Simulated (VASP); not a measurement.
Data:

```xyz
2
Lattice="3.1920 0.0000 0.0000 -1.5960 2.7643 0.0000 0.0000 0.0000 3.1580" Properties=species:S:1:pos:R:3 pbc="T T T"
Mo     0.0000     0.0000     0.0000
P      0.0000     1.8429     1.5790
```

Method: LDA (Ceperley-Alder, Perdew-Zunger), VASP's LDA PAW potentials (set 64) (plane waves; VASP). Run with 400 eV cut-off, Gaussian smearing of 0.050 eV, potentials Mo_sv P.

Problem. Predict the band gap (along the path) with the smallest direct gap where there is one.

Solution. 
```yaml
band gap (along the path): none (metal, semimetal or under 0.01 eV)
```

The structure comes from a computed database's MoP entry (P-6m2); how it stands against other phases isn't given here. It was relaxed first. The electron count is odd and the run is not spin-polarised, which forces a metal.
